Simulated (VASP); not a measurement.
Computed with PBE GGA, VASP's PBE PAW potentials (set 64) (plane waves; VASP).

VASP ran on this input.

**KPOINTS**
```
Regular mesh
0
Gamma
  7 7 7
```

**INCAR**
```
SYSTEM  =  Li3Al
PREC  =  Accurate; ENCUT  =  400; LREAL  =  .FALSE.
LASPH  =  .TRUE.
EDIFF  =  1E-6; NELM  =  100; ALGO  =  Normal
ISMEAR  =  0; SIGMA  =  0.1
GGA  =  PE
ISIF  =  2
LWAVE  =  .FALSE.; LCHARG  =  .FALSE.
```

File POSCAR:
```
Li3Al
1
    3.9038550000     0.0000000000     0.0000000000
    0.0000000000     3.9038550000     0.0000000000
    0.0000000000     0.0000000000     3.9038550000
Li Al
3 1
Direct
  0.0051290000   0.5095880000   0.4936520000
  0.5016310000   0.4947160000   0.0051890000
  0.4937490000  -0.0012690000   0.5033860000
 -0.0005080000  -0.0030350000  -0.0022270000
```

**KPOINTS_OPT**
```
k-points along high-symmetry lines
8
Line-mode
Reciprocal
  0.000000   0.000000   0.000000 ! GAMMA
  0.000000   0.500000   0.000000 ! X

  0.000000   0.000000   0.500000 ! Y
  0.000000   0.000000   0.000000 ! GAMMA

  0.000000   0.000000   0.000000 ! GAMMA
  0.500000   0.000000   0.000000 ! Z

  0.500000   0.500000   0.500000 ! R
  0.000000   0.000000   0.000000 ! GAMMA

  0.000000   0.000000   0.000000 ! GAMMA
  0.500000   0.000000   0.500000 ! T

  0.500000   0.500000   0.000000 ! U
  0.000000   0.000000   0.000000 ! GAMMA

  0.000000   0.000000   0.000000 ! GAMMA
  0.000000   0.500000   0.500000 ! V
```

POTCAR, in this order: Li_sv Al (PBE.64 set). Program: vasp_std.

**Question.** What does the run give for the energy per atom (σ→0), largest force, band gap (over mesh and band path)?

**Answer.** 
```json
{
 "energy per atom (σ→0)": "-2.390 eV/atom",
 "band gap (over mesh and band path)": "none (metal, semimetal or under 0.01 eV)",
 "largest_force": "0.240 eV/Å"
}
```

### OSZICAR
```
...
DAV:   7    -0.956082140798E+01    0.17405E-01   -0.34700E-02  3794   0.800E-01    0.143E-01
DAV:   8    -0.956022295896E+01    0.59845E-03   -0.34649E-03  5172   0.391E-01    0.481E-02
DAV:   9    -0.956021006093E+01    0.12898E-04   -0.11535E-04  4076   0.866E-02    0.448E-02
DAV:  10    -0.956019884294E+01    0.11218E-04   -0.30885E-05  4700   0.388E-02    0.200E-02
DAV:  11    -0.956020054113E+01   -0.16982E-05   -0.41874E-06  3678   0.209E-02    0.288E-03
DAV:  12    -0.956020034698E+01    0.19415E-06   -0.30023E-07  2172   0.583E-03
   1 F= -.95602003E+01 E0= -.95591217E+01  d E =-.215725E-02
       N       E                     dE             ncg
```

The structure was generated: Li3Al was put into an ordered model structure, which need not be its known phase. The cell was not relaxed at this level, atoms are displaced from their ideal sites.
